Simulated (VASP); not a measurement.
## What goes wrong when the gap of WS2 (Tungstenite) is computed with a bad input

Some runs for the gap of WS2 (Tungstenite) get a fault in the input on purpose. Which of them show, and how? The starting structure is a measured crystal structure from the Crystallography Open Database. The atoms were first relaxed with LDA in that cell, in a run that isn't shown, and the relaxed structure is the one below.

Calculated with VASP 6.6.1; Kohn-Sham DFT with plane waves and PAW; LDA.

## 1. The starting structure

It takes space group P6_3/mmc (No. 194, hexagonal). The conventional cell has a = 3.153 Å, b = 3.153 Å, c = 12.323 Å, α = 90.00°, β = 90.00°, γ = 120.00°. W has 6 S at 2.39 Å nearest. Nearest to S lie 3 W at 2.39 Å. Farther neighbours and most contacts between anions are not listed.

Structure file:

```cif
data_structure
_symmetry_space_group_name_H-M 'P6_3/mmc'
_symmetry_Int_Tables_number 194
_cell_length_a 3.1532
_cell_length_b 3.1532
_cell_length_c 12.3230
_cell_angle_alpha 90.000
_cell_angle_beta 90.000
_cell_angle_gamma 120.000
_cell_volume 106.11
loop_
_atom_site_label
_atom_site_type_symbol
_atom_site_symmetry_multiplicity
_atom_site_Wyckoff_symbol
_atom_site_fract_x
_atom_site_fract_y
_atom_site_fract_z
_atom_site_occupancy
W1 W 2 c 0.66667 0.33333 0.75000 1
S1 S 4 f 0.66667 0.33333 0.37606 1
```

## 2. Reference bands

INCAR

```
SYSTEM = WS2
PREC = Accurate
ENCUT = 350
EDIFF = 1E-06
NELM = 100
ISMEAR = 0
SIGMA = 0.03
LREAL = .FALSE.
ALGO = Normal
GGA = CA
NBANDS = 34
LASPH = .TRUE.
LORBIT = 11
LWAVE = .FALSE.
LCHARG = .FALSE.
KPAR = 16
```

POSCAR

```
WS2
1.0
    3.1532000000      0.0000000000      0.0000000000
   -1.5766000000      2.7307513032      0.0000000000
    0.0000000000      0.0000000000     12.3230000000
W S
2 4
Direct
    0.6666666667      0.3333333333      0.7500000000
    0.3333333333      0.6666666667      0.2500000000
    0.6666666667      0.3333333333      0.3760628225
    0.3333333333      0.6666666667      0.8760628225
    0.6666666667      0.3333333333      0.1239371775
    0.3333333333      0.6666666667      0.6239371775
```

KPOINTS

```
Automatic mesh
0
Gamma
9 9 2
0 0 0
```

KPOINTS_OPT

```
Line mode
8
Line-mode
Reciprocal
  0.00000000   0.00000000   0.00000000 GAMMA
  0.50000000   0.00000000   0.00000000 M

  0.50000000   0.00000000   0.00000000 M
  0.33333333   0.33333333   0.00000000 K

  0.33333333   0.33333333   0.00000000 K
  0.00000000   0.00000000   0.00000000 GAMMA

  0.00000000   0.00000000   0.00000000 GAMMA
  0.00000000   0.00000000   0.50000000 A

  0.00000000   0.00000000   0.50000000 A
  0.50000000   0.00000000   0.50000000 L

  0.50000000   0.00000000   0.50000000 L
  0.33333333   0.33333333   0.50000000 H

  0.33333333   0.33333333   0.50000000 H
  0.00000000   0.00000000   0.50000000 A

  0.50000000   0.00000000   0.50000000 L
  0.50000000   0.00000000   0.00000000 M

  0.33333333   0.33333333   0.00000000 K
  0.33333333   0.33333333   0.50000000 H
```

PAW data sets: W and S (LDA family, release 64).

Command:

```
$ mpirun -np 16 vasp_std
```

The program printed:

```text
[banner, memory and clock lines left out]
running   16 mpi-ranks, on    1 nodes
 distrk:  each k-point on    1 cores,   16 groups
 distr:  one band on    1 cores,    1 groups

 POSCAR found type information on POSCAR W S
 POSCAR found :  2 types and       6 ions
|                                                                             |
|           W    W    AA    RRRRR   N    N  II  N    N   GGGG   !!!           |
|           W    W   A  A   R    R  NN   N  II  NN   N  G    G  !!!           |
|           W    W  A    A  R    R  N N  N  II  N N  N  G       !!!           |
|           W WW W  AAAAAA  RRRRR   N  N N  II  N  N N  G  GGG   !            |
|           WW  WW  A    A  R   R   N   NN  II  N   NN  G    G                |
|           W    W  A    A  R    R  N    N  II  N    N   GGGG   !!!           |
|                                                                             |
|     For optimal performance we recommend to set                             |
|       NCORE = 2 up to number-of-cores-per-socket                            |
|     NCORE specifies how many cores store one orbital (NPAR=cpu/NCORE).      |
|     This setting can greatly improve the performance of VASP for DFT.       |
|     The default, NCORE=1 might be grossly inefficient on modern             |
|     multi-core architectures or massively parallel machines. Do your        |
|     Unfortunately you need to use the default for GW and RPA                |
|     calculations (for HF NCORE is supported but not extensively tested      |
|     yet).                                                                   |
|                                                                             |

 LDA part: xc-table for (Slater(with rela. corr.)+CA(PZ))
 , standard interpolation
 POSCAR, INCAR and KPOINTS ok, starting setup
 FFT: planning ... GRIDC
 FFT: planning ... GRID_SOFT
 FFT: planning ... GRID
 WAVECAR not read
 entering main loop
       N       E                     dE             d eps       ncg     rms          rms(c)
DAV:   1     0.110651383176E+03    0.11065E+03   -0.12315E+04  1632   0.679E+02
DAV:   2    -0.464065726231E+02   -0.15706E+03   -0.14871E+03  2042   0.176E+02
DAV:   3    -0.553203388885E+02   -0.89138E+01   -0.88054E+01  2102   0.412E+01
DAV:   4    -0.554328615609E+02   -0.11252E+00   -0.11239E+00  2088   0.510E+00
DAV:   5    -0.554347791928E+02   -0.19176E-02   -0.19172E-02  2122   0.647E-01    0.412E+01
DAV:   6    -0.530967700490E+02    0.23380E+01   -0.43762E+00  2230   0.107E+01    0.173E+01
DAV:   7    -0.528078591827E+02    0.28891E+00   -0.15749E+00  1934   0.736E+00    0.907E+00
DAV:   8    -0.526648253504E+02    0.14303E+00   -0.28596E-01  2170   0.312E+00    0.125E+00
DAV:   9    -0.526619807595E+02    0.28446E-02   -0.43999E-02  1912   0.102E+00    0.624E-01
DAV:  10    -0.526599515026E+02    0.20293E-02   -0.11849E-02  2066   0.463E-01    0.307E-01
DAV:  11    -0.526597399269E+02    0.21158E-03   -0.10053E-03  1980   0.156E-01    0.178E-01
DAV:  12    -0.526596932022E+02    0.46725E-04   -0.95504E-05  2058   0.527E-02    0.714E-02
DAV:  13    -0.526596923589E+02    0.84332E-06   -0.17660E-05  1930   0.177E-02    0.174E-02
DAV:  14    -0.526596915063E+02    0.85262E-06   -0.17836E-06  1434   0.725E-03
   1 F= -.52659692E+02 E0= -.52659692E+02  d E =-.199815E-15
 Start KPOINTS_OPT (optional k-point list driver)
k-point batch [1-24\72]
       N       E                     dE             ncg
DAV:   1     0.419450533595E+04   -0.14794E+05     1632
DAV:   2     0.425497298680E+03   -0.37690E+04     2036
DAV:   3     0.214819218467E+03   -0.21068E+03     2110
DAV:   4     0.212295928726E+03   -0.25233E+01     2024
DAV:   5     0.212252594826E+03   -0.43334E-01     2148
DAV:   6     0.212251620810E+03   -0.97402E-03     2100
DAV:   7     0.212251595651E+03   -0.25159E-04     2156
DAV:   8     0.212251594991E+03   -0.65984E-06     1464
[...]
k-point batch [49-72\72]
       N       E                     dE             ncg
DAV:   1     0.401595590691E+04   -0.19932E+05     1632
DAV:   2     0.357055294464E+03   -0.36589E+04     2030
DAV:   3     0.153325801905E+03   -0.20373E+03     2066
DAV:   4     0.151013642314E+03   -0.23122E+01     2028
DAV:   5     0.150976453814E+03   -0.37189E-01     2094
DAV:   6     0.150975642952E+03   -0.81086E-03     2084
DAV:   7     0.150975622209E+03   -0.20743E-04     2102
DAV:   8     0.150975621674E+03   -0.53571E-06     1436
```

Run time: 28 s. Hardware: 16 MPI ranks of Intel Xeon Platinum 8375C at 2.90GHz (Ice Lake), shared host; peak memory 3.2 GiB.

The logs omit lines about the potential files and the build; timing stands in the text.

OUTCAR, selected parts (step 2):

```text
ion  position               nearest neighbor table
   1  0.667  0.333  0.750-   4 2.39   6 2.39   4 2.39   6 2.39   4 2.39   6 2.39
   2  0.333  0.667  0.250-   3 2.39   5 2.39   3 2.39   5 2.39   3 2.39   5 2.39
   3  0.667  0.333  0.376-   2 2.39   2 2.39   2 2.39
   4  0.333  0.667  0.876-   1 2.39   1 2.39   1 2.39
   5  0.667  0.333  0.124-   2 2.39   2 2.39   2 2.39
   6  0.333  0.667  0.624-   1 2.39   1 2.39   1 2.39

  LATTYP: Found a hexagonal cell.
 ALAT       =     3.1532000000
 C/A-ratio  =     3.9080933655

 Subroutine GETGRP returns: Found 24 space group operations
 (whereof 12 operations were pure point group operations)

The static configuration has the point symmetry D_3d.
 The point group associated with its full space group is D_6h.

 Found     24 irreducible k-points:

   k-points           NKPTS =     24   k-points in BZ     NKDIM =     24   number of bands    NBANDS=     34

   dimension x,y,z NGX =    20 NGY =   20 NGZ =   80
   dimension x,y,z NGXF=    40 NGYF=   40 NGZF=  160

   ENCUT  =  350.0 eV  25.72 Ry    5.07 a.u.   4.81  4.81 18.80*2*pi/ulx,y,z

   NELECT =      36.0000    total number of electrons

 k-points in reciprocal lattice and weights: Automatic mesh
   0.00000000  0.00000000  0.00000000       0.006
   0.11111111  0.00000000  0.00000000       0.037
   0.22222222  0.00000000  0.00000000       0.037
   0.33333333  0.00000000  0.00000000       0.037
   0.44444444  0.00000000  0.00000000       0.037
   0.11111111  0.11111111  0.00000000       0.037
   0.22222222  0.11111111  0.00000000       0.074
   0.33333333  0.11111111  0.00000000       0.074
   0.44444444  0.11111111  0.00000000       0.037
[...]
0.33333333  0.22222222  0.50000000       0.074
   0.33333333  0.33333333  0.50000000       0.012

 average (electrostatic) potential at core
       1 -40.2666       2 -40.2666       3 -86.1875       4 -86.1875       5 -86.1875
       6 -86.1875

 E-fermi :   6.4844

 k-point     1 :       0.0000    0.0000    0.0000
  band No.  band energies     occupation
    ...
     14       4.0264      2.00000
     15       4.0264      2.00000
     16       4.8478      2.00000
     17       5.0680      2.00000
     18       6.3285      2.00000
     19       8.6013      0.00000
     20       8.6013      0.00000
     21       8.6106      0.00000
     22       8.6106      0.00000
     23       8.7222      0.00000
    ...

 k-point     2 :       0.1111    0.0000    0.0000
  band No.  band energies     occupation
    ...
     14       3.7157      2.00000
     15       4.0611      2.00000
     16       5.0339      2.00000
     17       5.0817      2.00000
     18       5.9243      2.00000
     19       8.2961      0.00000
     20       8.4347      0.00000
     21       8.5172      0.00000
     22       8.5587      0.00000
     23       8.6244      0.00000
    ...

 k-point     3 :       0.2222    0.0000    0.0000
  band No.  band energies     occupation
    ...
     14       3.4843      2.00000
     15       3.8154      2.00000
     16       4.6474      2.00000
     17       4.8325      2.00000
     18       4.9765      2.00000
     19       7.6473      0.00000
     20       8.1945      0.00000
     21       8.4242      0.00000
     22       8.5566      0.00000
     23       8.5962      0.00000
    ...

  Total       -2.0084429     -2.0084429     -0.5992075      0.0000000      0.0000000      0.0000000
  in kB      -30.3263375    -30.3263375     -9.0476902      0.0000000      0.0000000      0.0000000
  external PRESSURE =     -23.2334551 kB  Pullay stress =       0.0000000 kB

  energy-cutoff  :      350.00
  volume of cell :      106.11
      direct lattice vectors                 reciprocal lattice vectors
     3.153200000  0.000000000  0.000000000     0.317138145  0.183099794  0.000000000
    -1.576600000  2.730751303  0.000000000     0.000000000  0.366199587  0.000000000
     0.000000000  0.000000000 12.323000000     0.000000000  0.000000000  0.081149071

 POSITION                                       TOTAL-FORCE (eV/Angst)
 -----------------------------------------------------------------------------------
      1.57660      0.91025      9.24225         0.000000      0.000000      0.000000
     -0.00000      1.82050      3.08075        -0.000000      0.000000      0.000000
      1.57660      0.91025      4.63422        -0.000000      0.000000     -0.001152
     -0.00000      1.82050     10.79572         0.000000      0.000000     -0.001152
      1.57660      0.91025      1.52728        -0.000000     -0.000000      0.001152
     -0.00000      1.82050      7.68878         0.000000     -0.000000      0.001152
 -----------------------------------------------------------------------------------
    total drift:                               -0.000000      0.000000     -0.000000

  FREE ENERGIE OF THE ION-ELECTRON SYSTEM (eV)
  ---------------------------------------------------
  free  energy   TOTEN  =       -52.6596915063 eV

  energy  without entropy=      -52.6596915063  energy(sigma->0) =      -52.65969151

 total charge
# of ion       s       p       d       tot
------------------------------------------
    1        0.574   0.726   4.338   5.638
    2        0.574   0.726   4.338   5.638
    3        1.358   2.356   0.000   3.713
    4        1.358   2.356   0.000   3.713
    5        1.358   2.356   0.000   3.713
    6        1.358   2.356   0.000   3.713
--------------------------------------------------
tot          6.579  10.874   8.676  26.129

[... 3 further parts left out ...]
```

Spin-orbit coupling is off here; with elements this heavy it can split and shift levels by tenths of an eV. At this level the cell is under a tension of 2.3 GPa, so at these settings it is away from equilibrium. The data set W keeps the semicore shell frozen, which is cheaper and a little less accurate.

The reference gap is 0.950 eV.

## 3. Bands with too few electronic steps

A slip made on purpose: too few electronic steps. Against step 2 the input has NELM = 4.

INCAR, as its differences from that of step 2:

```diff
@@ -4,3 +4,3 @@
 EDIFF = 1E-06
-NELM = 100
+NELM = 4
 ISMEAR = 0
```

POSCAR is that of step 2.

KPOINTS is that of step 2.

KPOINTS_OPT is that of step 2.

Command:

```
$ mpirun -np 16 vasp_std
```

The program printed:

```text
[banner, memory and clock lines left out]
running   16 mpi-ranks, on    1 nodes
[...]
[... a notice as in an earlier step ...]

 LDA part: xc-table for (Slater(with rela. corr.)+CA(PZ))
 , standard interpolation
 POSCAR, INCAR and KPOINTS ok, starting setup
[...]
entering main loop
       N       E                     dE             d eps       ncg     rms          rms(c)
[... 4 cycles as in an earlier step ...]
|                                                                             |
|           W    W    AA    RRRRR   N    N  II  N    N   GGGG   !!!           |
|           W    W   A  A   R    R  NN   N  II  NN   N  G    G  !!!           |
|           W    W  A    A  R    R  N N  N  II  N N  N  G       !!!           |
|           W WW W  AAAAAA  RRRRR   N  N N  II  N  N N  G  GGG   !            |
|           WW  WW  A    A  R   R   N   NN  II  N   NN  G    G                |
|           W    W  A    A  R    R  N    N  II  N    N   GGGG   !!!           |
|                                                                             |
|     The electronic self-consistency was not achieved in the given           |
|     number of steps (NELM). The forces and other quantities evaluated       |
|     might not be reliable so examine the results carefully. If you find     |
|     spurious results, we suggest increasing NELM, if you were close to      |
|     convergence or switching to a different ALGO or adjusting the           |
|     density mixing parameters otherwise.                                    |
|                                                                             |

   1 F= -.55432862E+02 E0= -.55432862E+02  d E =-.779875E-17
 Start KPOINTS_OPT (optional k-point list driver)
k-point batch [1-24\72]
       N       E                     dE             ncg
DAV:   1     0.408859300950E+04   -0.14900E+05     1632
DAV:   2     0.299082148726E+03   -0.37895E+04     2054
DAV:   3     0.900591998378E+02   -0.20902E+03     2086
DAV:   4     0.875022270345E+02   -0.25570E+01     2056
[...]
k-point batch [49-72\72]
       N       E                     dE             ncg
DAV:   1     0.391673760245E+04   -0.20031E+05     1632
DAV:   2     0.241306965538E+03   -0.36754E+04     2022
DAV:   3     0.373078439891E+02   -0.20400E+03     2072
DAV:   4     0.349408080169E+02   -0.23670E+01     2054
```

Run time: 12 s. Hardware: 16 MPI ranks; peak memory 3 GiB.

From OUTCAR (step 3):

```text
  Total        6.4284947      6.4284947     -4.7419160      0.0000000     -0.0000000      0.0000000
  in kB       97.0665861     97.0665861    -71.6002144      0.0000000     -0.0000000      0.0000000
  external PRESSURE =      40.8443192 kB  Pullay stress =       0.0000000 kB

 POSITION                                       TOTAL-FORCE (eV/Angst)
 -----------------------------------------------------------------------------------
      1.57660      0.91025      9.24225        -0.000000     -0.000000      0.000000
     -0.00000      1.82050      3.08075        -0.000000     -0.000000      0.000000
      1.57660      0.91025      4.63422         0.000000     -0.000000      0.423052
     -0.00000      1.82050     10.79572        -0.000000     -0.000000      0.423052
      1.57660      0.91025      1.52728         0.000000      0.000000     -0.423052
     -0.00000      1.82050      7.68878        -0.000000      0.000000     -0.423052
 -----------------------------------------------------------------------------------
    total drift:                               -0.000000      0.000000     -0.000000

  FREE ENERGIE OF THE ION-ELECTRON SYSTEM (eV)
  ---------------------------------------------------
  free  energy   TOTEN  =       -55.4328615609 eV

  energy  without entropy=      -55.4328615609  energy(sigma->0) =      -55.43286156

[... 2 parts as in an earlier step ...]

[... 1 further part left out ...]
[key lines of the parts left out:]
E-fermi :   6.9722
```

The electronic loop didn't reach EDIFF within its 4 cycles (NELM).

## 4. Bands with a k mesh far too coarse and no band path

A slip made on purpose: a k mesh far too coarse and no band path. Against step 2 the input has a 1×1×1 mesh and no band path (also changed: NELM, NBANDS, NCORE and KPAR).

INCAR

```
SYSTEM = WS2
PREC = Accurate
ENCUT = 350
EDIFF = 1E-06
NELM = 60
ISMEAR = 0
SIGMA = 0.03
LREAL = .FALSE.
ALGO = Normal
GGA = CA
NBANDS = 24
LASPH = .TRUE.
LORBIT = 11
LWAVE = .FALSE.
LCHARG = .FALSE.
NCORE = 4
```

POSCAR is that of step 3.

KPOINTS

```
Automatic mesh
0
Gamma
1 1 1
0 0 0
```

Command:

```
$ mpirun -np 16 vasp_std
```

The program printed:

```text
[banner, memory and clock lines left out]
running   16 mpi-ranks, on    1 nodes
[...]
LDA part: xc-table for (Slater(with rela. corr.)+CA(PZ))
 , standard interpolation
 POSCAR, INCAR and KPOINTS ok, starting setup
[...]
entering main loop
       N       E                     dE             d eps       ncg     rms          rms(c)
DAV:   1     0.176677968627E+03    0.17668E+03   -0.12623E+04    48   0.921E+02
DAV:   2    -0.250439831351E+02   -0.20172E+03   -0.19363E+03    72   0.246E+02
DAV:   3    -0.382502517798E+02   -0.13206E+02   -0.13162E+02    72   0.596E+01
DAV:   4    -0.384776583933E+02   -0.22741E+00   -0.22714E+00    56   0.862E+00
[...]
DAV:  13    -0.355670537696E+02    0.31299E-05   -0.40418E-05    72   0.367E-02    0.953E-02
DAV:  14    -0.355670513550E+02    0.24146E-05   -0.10185E-05    48   0.168E-02    0.467E-02
DAV:  15    -0.355670507126E+02    0.64241E-06   -0.10526E-06    48   0.567E-03
   1 F= -.35567051E+02 E0= -.35567051E+02  d E =-.415762E-12
```

It took 3 s on 16 MPI ranks; peak memory 1.5 GiB.

From OUTCAR (step 4):

```text
  Total       14.6374921     14.6374921     -5.2660083     -0.0000000      0.0000000      0.0000000
  in kB      221.0177426    221.0177426    -79.5137079     -0.0000000      0.0000000      0.0000000
  external PRESSURE =     120.8405924 kB  Pullay stress =       0.0000000 kB

 POSITION                                       TOTAL-FORCE (eV/Angst)
 -----------------------------------------------------------------------------------
      1.57660      0.91025      9.24225         0.000000     -0.000000      0.000000
     -0.00000      1.82050      3.08075        -0.000000      0.000000      0.000000
      1.57660      0.91025      4.63422         0.000000     -0.000000     -4.098961
     -0.00000      1.82050     10.79572        -0.000000      0.000000     -4.098961
      1.57660      0.91025      1.52728         0.000000     -0.000000      4.098961
     -0.00000      1.82050      7.68878        -0.000000      0.000000      4.098961
 -----------------------------------------------------------------------------------
    total drift:                               -0.000000      0.000000     -0.000000

  FREE ENERGIE OF THE ION-ELECTRON SYSTEM (eV)
  ---------------------------------------------------
  free  energy   TOTEN  =       -35.5670507126 eV

  energy  without entropy=      -35.5670507126  energy(sigma->0) =      -35.56705071

[... 1 part as in an earlier step ...]

[... 2 further parts left out ...]
[key lines of the parts left out:]
E-fermi :   7.3166
```

With a k mesh far too coarse and no band path the gap is 1.945 eV, +0.995 eV from the reference, read on the mesh alone.

(Part 1 of 2 ends here.)

[Lines on the potential files, build, host, timing and source positions are cut from VASP's logs without a mark.]

[Logs are printed without paths, hosts, clocks, repeated set-up lines and the standing remarks that a program may print on its own settings, such as how far it seeks lower states.]

[Hosts, paths, dates, database ids (printed as entryN), source tags and the programs' standing remarks are cut or masked in the printed files.]
